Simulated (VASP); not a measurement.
Output of a VASP run:

File OSZICAR:
```
       N       E                     dE             d eps       ncg     rms          rms(c)
DAV:   1     0.938632520473E+02    0.93863E+02   -0.81396E+03  2675   0.121E+03
DAV:   2    -0.802991915132E+01   -0.10189E+03   -0.97421E+02  2751   0.345E+02
DAV:   3    -0.924505645647E+01   -0.12151E+01   -0.12102E+01  3042   0.431E+01
DAV:   4    -0.925205710312E+01   -0.70006E-02   -0.70000E-02  2901   0.340E+00
DAV:   5    -0.925216464202E+01   -0.10754E-03   -0.10754E-03  3030   0.388E-01    0.117E+01
DAV:   6    -0.871288601229E+01    0.53928E+00   -0.12103E+00  2742   0.164E+01    0.404E+00
DAV:   7    -0.868825552106E+01    0.24630E-01   -0.24187E-02  3030   0.193E+00    0.186E+00
DAV:   8    -0.868262595413E+01    0.56296E-02   -0.46028E-03  2808   0.113E+00    0.198E-01
DAV:   9    -0.868249394880E+01    0.13201E-03   -0.11270E-04  3102   0.172E-01    0.511E-02
DAV:  10    -0.868249963473E+01   -0.56859E-05   -0.29998E-06  2925   0.256E-02    0.365E-03
DAV:  11    -0.868249964850E+01   -0.13767E-07   -0.19125E-07  3000   0.621E-03    0.814E-04
DAV:  12    -0.868249964972E+01   -0.12274E-08   -0.78107E-09  1833   0.150E-03
   1 F= -.86824996E+01 E0= -.86824488E+01  d E =-.868250E+01
```

### OUTCAR
```
------------------------ aborting loop because EDIFF is reached ----------------------------------------
  FORCE on cell =-STRESS in cart. coord.  units (eV):
  Direction    XX          YY          ZZ          XY          YZ          ZX
  --------------------------------------------------------------------------------------
  Total       -0.0011907     -0.0011907     -0.0011907      0.0000000      0.0000000      0.0000000
  in kB       -0.1444705     -0.1444705     -0.1444705      0.0000000      0.0000000      0.0000000
  external PRESSURE =      -0.1444705 kB  Pullay stress =       0.0000000 kB
  volume of cell :       13.20
      direct lattice vectors                 reciprocal lattice vectors
     0.000000000  1.875990798  1.875990798    -0.266525828  0.266525828  0.266525828
     1.875990798  0.000000000  1.875990798     0.266525828 -0.266525828  0.266525828
     1.875990798  1.875990798  0.000000000     0.266525828  0.266525828 -0.266525828
 POSITION                                       TOTAL-FORCE (eV/Angst)
 -----------------------------------------------------------------------------------
      0.00000      0.00000      0.00000         0.000000      0.000000      0.000000
 -----------------------------------------------------------------------------------
    total drift:                                0.000000     -0.000000      0.000000
  FREE ENERGIE OF THE ION-ELECTRON SYSTEM (eV)
  ---------------------------------------------------
  free  energy   TOTEN  =        -8.6824996497 eV

  energy  without entropy=       -8.6823469717  energy(sigma->0) =       -8.68244876

 reached required accuracy - stopping structural energy minimisation
```
(Selected blocks of OUTCAR.)

### POSCAR
```
Rh
1
    0.0000000000     1.8759907983     1.8759907983
    1.8759907983    -0.0000000000     1.8759907983
    1.8759907983     1.8759907983     0.0000000000
Rh
1
Direct
  0.0000000000   0.0000000000   0.0000000000
```

Write an INCAR and KPOINTS that could have produced this output.

One answer among several that fit: the input of the run itself, LDA (Ceperley-Alder, Perdew-Zunger), plane waves, VASP's LDA PAW potentials (set 64).

### INCAR
```
! general
SYSTEM =Rh
PREC   =Accurate
ENCUT  =400   ! plane-wave cut-off (eV)
LREAL  =.FALSE.   ! projection in real space or not
LASPH  =.TRUE.   ! aspherical one-centre terms

! electronic loop
EDIFF  =1E-8
NELM   =100
ALGO   =Normal   ! blocked Davidson
LMAXMIX=4   ! l cut-off of mixed one-centre charges

! smearing
ISMEAR =1
SIGMA  =0.1

! ions
IBRION =1   ! quasi-Newton
NSW    =30
ISIF   =2   ! forces and stress, cell fixed
EDIFFG =-0.001   ! ionic stop

! output
LWAVE  =.FALSE.
LCHARG =.FALSE.
```

File KPOINTS:
```
Automatic
0
Gamma
 15 15 15
0 0 0
```

POTCAR, in this order: Rh_pv (LDA.64 set). Program: vasp_std.

The compound is Rh in the fcc structure. It was relaxed first. The start is the result of an earlier pass.
